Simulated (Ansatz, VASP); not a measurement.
## Cross-check of Se (Selenium) between VASP and Ansatz

Wanted: the spread between two codes on one cell, functional and k mesh. The structure shown comes from an earlier Ansatz run, which isn't shown and may have moved the atoms alone.

Main program and level: Ansatz 0.2.0; plane waves, with VASP 6.6.1 beside it; elastic constants at LDA.

### Step 1. Set-up

Symmetry: P3_121, No. 152, trigonal system. Conventional cell: a = 3.949 Å, b = 3.949 Å, c = 5.118 Å, α = 90.00°, β = 90.00°, γ = 120.00°. Se has 2 Se at 2.44 Å nearest.

### Step 2. Ansatz: elastic constants, LDA

Ansatz runs on its default PAW (the set named soft_2) files.

Elastic constants are differences of stresses under small strains, so they test the stress and the mesh.

Input file input.yaml:

```yaml
crystal:
  lattice:
    - [3.9485483229, 0.0, 0.0]
    - [-1.9742741615, 3.4195431557, 0.0]
    - [0.0, 0.0, 5.1182607835]
  atoms:
    - { symbol: Se, position: [0.2553474601, 0.0, 0.3333333333] }
    - { symbol: Se, position: [0.0, 0.2553474601, 0.6666666667] }
    - { symbol: Se, position: [0.7446525399, 0.7446525399, 0.0] }
kpoints:
  mp_grid: { grid: [9, 9, 8] }
hamiltonian:
  xc: lda
scf:
  occupations: { method: gaussian, width: 0.02 }
output:
  forces: true
  stress: true
  eigenvalues: true
elastic:
  mode: relaxed_ion
  stencil: two_point
```

Started as:

```console
$ ansatz run input.yaml --threads 4 --pin off --max-ram 8192MiB --backend cpu --events-out ev --progress --plain --runs-dir out
```

Numbers of over 12 decimals in the logs are rounded to 6 here.

Log:

```text
Engine: ansatz 0.2.0, x86_64-unknown-linux-gnu
Pseudopotentials: kind: paw
Pseudopotential: Se, paw, valence charge 16, recommended cutoff 420 eV (normal), Se.paw.azcp
Functional definition: SPW92
  exchange = slater_x
  correlation = pw_c
Crystal: 3 atoms, lattice volume = 69.108 Å³
Basis set: ecut = 420 eV, 1385 PW (Γ)
Bands: 29, of which v1, the nominal top of the filled ones, is band 24 counted from 1 (23 counted from 0)
Symmetry: 6 space group operations
Space group: P3121 (ITA 152), of the structure as read, at distance tolerance 4.1e-5 Å
k-points: 81 of 648 (time reversal used)
Non-local potential: Se, projectors of the file, l = 0: 2, l = 1: 2, l = 2: 3, l = 3: 1
PAW form: soft (Blöchl's): semilocal exchange-correlation on the pseudo side does not see the compensation charge
PAW frozen core: Se, regenerated for the run's functional, and the local potential with it (the file was generated under x = pbe(κ = 0.804, μ = 0.219515), c = pbe(β = 0.066725))
PAW one-centre angular grid: Se, 590 points (default); XC on 64 Gauss nodes
Initial density: superposition of atomic densities (neutral atoms: chi_scale 0, normalization atom), corrected by the library's trained network
Initial wavefunctions: pseudopotential atomic-orbital guess
Functional: x = slater, c = lda
SCF iter   1: F=—  HF=-16149.780072 eV  |F-HF|=—  |Δ(HF+E_count)|=         —  Δρ=5.49e-3  dr2=9.84e-3  ethr=1.77e-3  ⟨swp⟩=6.3  Hψ=10129  notcnv=0
preconditioner: auto → Resta (q_TF=auto, 2.567 Å⁻¹)  ε∞=4.3  [insulator: Δε(μ)=0.279 eV  Ē_g=10.501 eV  σ=0.020 eV  W_gap=1.00  n_scr=22 (ndim 8)  ℏωp=19.0 eV  f_vac=0.031  D(μ)=0.00/eV (n_scr^D=0)  ε∞_Penn≈4.3]
SCF iter   2: F=—  HF=-16149.777496 eV  |F-HF|=—  |Δ(HF+E_count)|=   2.58e-3  Δρ=2.97e-3  dr2=3.18e-3  ethr=2.05e-5  ⟨swp⟩=2.0  Hψ=3299  notcnv=0  defer=29
SCF iter   3: F=—  HF=-16149.776611 eV  |F-HF|=—  |Δ(HF+E_count)|=   8.85e-4  Δρ=2.22e-4  dr2=2.83e-5  ethr=6.62e-6  ⟨swp⟩=2.0  Hψ=3321  notcnv=0  defer=29
SCF iter   4: F=—  HF=-16149.776610 eV  |F-HF|=—  |Δ(HF+E_count)|=   1.05e-6  Δρ=8.79e-5  dr2=4.57e-6  ethr=5.90e-8  ⟨swp⟩=2.0  Hψ=4158  notcnv=0  defer=29
SCF iter   5: F=—  HF=-16149.776610 eV  |F-HF|=—  |Δ(HF+E_count)|=   5.10e-7  Δρ=2.07e-5  dr2=3.53e-7  ethr=9.52e-9  ⟨swp⟩=2.0  Hψ=4181  notcnv=0  defer=29
SCF iter   6: F=—  HF=-16149.776610 eV  |F-HF|=—  |Δ(HF+E_count)|=   8.22e-8  Δρ=5.79e-6  dr2=2.85e-8  ethr=7.36e-10  ⟨swp⟩=2.0  Hψ=4212  notcnv=0  defer=29
SCF iter   7: F=—  HF=-16149.776610 eV  |F-HF|=—  |Δ(HF+E_count)|=   2.02e-9  Δρ=1.26e-6  dr2=1.47e-9  ethr=5.94e-11  ⟨swp⟩=2.0  Hψ=4117  notcnv=0  defer=29
SCF iter   8: F=—  HF=-16149.776610 eV  |F-HF|=—  |Δ(HF+E_count)|=  2.18e-10  Δρ=1.98e-7  dr2=3.39e-11  ethr=3.07e-12  ⟨swp⟩=2.0  Hψ=2987  notcnv=0  defer=29
SCF iter   9: F=—  HF=-16149.776610 eV  |F-HF|=—  |Δ(HF+E_count)|=  9.09e-12  Δρ=3.25e-8  dr2=8.67e-13  ethr=7.06e-14 (applied; sched 1.00e-12)  ⟨swp⟩=2.0  Hψ=2986  notcnv=0  defer=81
SCF iter  10: F=-16149.776610 eV  HF=-16149.776610 eV  |F-HF|=3.64e-12  |Δ(HF+E_count)|=    0.00e0  Δρ=5.60e-9  dr2=2.47e-14  ethr=1.00e-12  ⟨swp⟩=7.7  Hψ=10109  notcnv=0
SCF 1 converged in 10 iterations: F = -16149.776610 eV  dr2 = 2.47e-14
  greatest PAW one-centre occupation: 1.000 electrons in one spin orbital (limit 2), on the Se atom at site 1 (counted from 0), in its partial waves of l = 2
relax step   1: F+E_penalty+E_count = -16149.77661036 eV  Δ(F+E_penalty+E_count) = +0.000e0 eV  max|allowed force component| = 2.450e-4 eV/Å  Δτ_max = 0.0000 Å  (10 SCF iters, accepted)
[...]
relax step   2: F+E_penalty+E_count = -16149.77657013 eV  Δ(F+E_penalty+E_count) = -2.341e-5 eV  max|allowed force component| = 1.386e-4 eV/Å  Δτ_max = 0.0014 Å  (8 SCF iters, accepted)
[...]
relax step   3: F+E_penalty+E_count = -16149.77657014 eV  Δ(F+E_penalty+E_count) = -2.941e-9 eV  max|allowed force component| = 1.060e-6 eV/Å  Δτ_max = 0.0000 Å  (6 SCF iters, accepted)
iter 1 solved again at ethr=1.00e-12 eV; its pass at ethr=3.10e-3 eV (dr2=1.10e-14 eV) is discarded
SCF iter   1: F=—  HF=-16149.776570 eV  |F-HF|=—  |Δ(HF+E_count)|=         —  Δρ=3.20e-9  dr2=7.55e-15  ethr=1.00e-12  ⟨swp⟩=1.7  Hψ=21532  notcnv=0
SCF iter   2: F=-16149.776570 eV  HF=-16149.776570 eV  |F-HF|=0.00e0  |Δ(HF+E_count)|=  1.82e-12  Δρ=2.01e-9  dr2=3.26e-15  ethr=1.00e-12  ⟨swp⟩=4.9  Hψ=22135  notcnv=0
SCF 30 converged in 2 iterations: F = -16149.776570 eV  dr2 = 3.26e-15
SCF converged after 7 iterations
Free energy (F): -16149.776610 eV
Harris-Foulkes:  -16149.776610 eV  (|F-HF|=1.82e-12)
Internal energy: -16149.776610 eV  (E = F + TS)
E sigma→0 (E₀):  -16149.776610 eV
Fermi energy:    9.248178 eV
--- Per-component energies (eV) ---
  E_band       = -1140.249301
  E_kinetic    = 354.360381
  E_local      = -6984.712388  (includes V_loc(G=0)·N_el)
  E_nonlocal   = -1763.027961
  E_hartree    = 3455.934965
  E_xc         = -310.174252
  E_vxc        = -294.573770  (∫ρ·V_xc dr)
  E_paw        = -5483.038967  (= ΣΔE_a)
  E_vpaw       = 635.836274  (= ΣTr[D̂ρ^β])
  E_aug_tail   = -0.001765  (compensation charges beyond the density's cutoff)
  E_ewald      = -5425.768709
  E_core_change = 6.652087  (= ΣΔE_core)
  E_smearing   = -0.000000  (= −TS)
  E_closure    = -0.000000  (closes the sum)
  Σ components = -16149.776610   (vs F -16149.776610, Δ=0.00e0)
--- Forces (eV/Å), atoms counted from 1 ---
  atom   1  Se     0.00000005     0.00000000     0.00000000
  atom   2  Se    -0.00000003     0.00000005    -0.00000000
  atom   3  Se    -0.00000003    -0.00000005     0.00000000
  max |Σ_I F_I| component: 5.09e-17 eV/Å
--- Stress (GPa, compression-positive) ---
       -0.022137      -0.000000      -0.000000
       -0.000000      -0.022137       0.000000
       -0.000000       0.000000      -0.009859
  P = ⅓ Tr σ = -0.0180 GPa (-0.180 kbar)
--- Band table (eV; the first three rows and the last of 81) ---
  k-point 0: bands = [... 20 lower, 5.6608, 7.1220, 7.1220, 8.3988, 10.4260, 10.4260, 11.0915, 15.3096, ... 1 higher]
  k-point 1: bands = [... 20 lower, 5.9383, 7.1097, 7.2291, 8.3617, 10.2928, 10.3180, 10.8980, 15.2056, ... 1 higher]
  k-point 2: bands = [... 20 lower, 6.0785, 7.2255, 7.3857, 8.2447, 10.0232, 10.0927, 10.4735, 14.8778, ... 1 higher]
  k-point 80: bands = [... 20 lower, 3.1730, 7.8613, 9.1027, 9.1027, 9.3927, 11.0576, 11.0576, 16.2745, ... 1 higher]
--- Elastic constants: 3 strain directions × 2 members + reference (group order 6) ---
  dense FFT box of the reference and of every strained cell: 27×27×36
  strains applied: 11, 33, 23; error gains: componentwise 1.00 (the most a stress slope's error grows in a printed constant), spectral 1.41 (1 for all six strains in a standard setting)
  reference relaxed by the batch: 3 steps; max|allowed force component| 2.45e-4 eV/Å at the deck's positions, 6.47e-9 at the last accepted step, 5.47e-8 by the solve of record
  largest displacement 2.7e-5 Å; the constants are those of the deck's cell at these positions:
  atoms:
    - { symbol: Se, position: [0.255354, 0, 0.333333] }
    - { symbol: Se, position: [2.7755575615628914e-17, 0.255354, 0.666667] }
    - { symbol: Se, position: [0.744646, 0.744646, 0] }
  C = ∂σ_k/∂η_j (tension-positive GPa; Voigt order 11 22 33 23 13 12):
        50.483     14.766     35.799     16.048     -0.000     -0.000
        14.766     50.483     35.799    -16.048      0.000     -0.000
        35.817     35.817    116.739      0.000      0.000     -0.000
        16.049    -16.049      0.000     46.575     -0.000      0.000
        -0.000      0.000     -0.000     -0.000     46.575     16.049
         0.000     -0.000      0.000      0.000     16.048     17.859
  reference stress σ⁰ (GPa):      0.022      0.022      0.010     -0.000      0.000      0.000
  C* (energy form; C + prestress term) asymmetry max|C*_kj − C*_jk| = 5.458e-3 GPa — a small one proves nothing (zero by symmetry where the batch's group is 432, −43m or m−3m); a large one is finite-difference/SCF noise where every solve meets its electron count
  moduli (Voigt/Reuss/Hill, GPa): K = 43.39/32.49/37.94   G = 30.96/18.12/24.54   E = 60.56   ν = 0.234
  mechanically stable: yes (min eigenvalue of sym C = 10.68 GPa)
  strain η (Voigt 11):  stress-route row diagonal C_11 = 50.48 GPa, energy-path curvature d²(F+E_count+ΔE)/dδ²/Ω₀ = 50.99 GPa
         δ    σ_11 (GPa)             F (eV)   n_scf  n_hpsi   n_pw
    -2.000e-3      -0.0802      -16149.7765851       2   45501   1386   relax 4 steps, max|allowed force component| 2.22e-5 eV/Å
     2.000e-3       0.1217      -16149.7765472       2   45358   1386   relax 3 steps, max|allowed force component| 2.66e-5 eV/Å
  strain η (Voigt 33):  stress-route row diagonal C_33 = 116.74 GPa, energy-path curvature d²(F+E_count+ΔE)/dδ²/Ω₀ = 116.45 GPa
         δ    σ_33 (GPa)             F (eV)   n_scf  n_hpsi   n_pw
    -2.000e-3      -0.2242      -16149.7765161       2   19877   1386   relax 3 steps, max|allowed force component| 5.18e-7 eV/Å
     2.000e-3       0.2428      -16149.7765011       2   19734   1386   relax 3 steps, max|allowed force component| 5.31e-7 eV/Å
  strain η (Voigt 23):  stress-route row diagonal C_44 = 46.58 GPa, energy-path curvature d²(F+E_count+ΔE)/dδ²/Ω₀ = 46.39 GPa
         δ    σ_23 (GPa)             F (eV)   n_scf  n_hpsi   n_pw
    -2.000e-3      -0.0927      -16149.7765705       2   45402   1386   relax 4 steps, max|allowed force component| 1.96e-6 eV/Å
     2.000e-3       0.0936      -16149.7765701       2   45352   1386   relax 3 steps, max|allowed force component| 1.06e-6 eV/Å
```

[end of part 1 of 2]

[Lines on the potential files, build, host, timing and source positions are cut from VASP's logs without a mark.]

[Logs are printed without paths, hosts, clocks, repeated set-up lines and the standing remarks that a program may print on its own settings, such as how far it seeks lower states.]

[Hosts, paths, dates, database ids (printed as entryN), source tags and the programs' standing remarks are cut or masked in the printed files.]
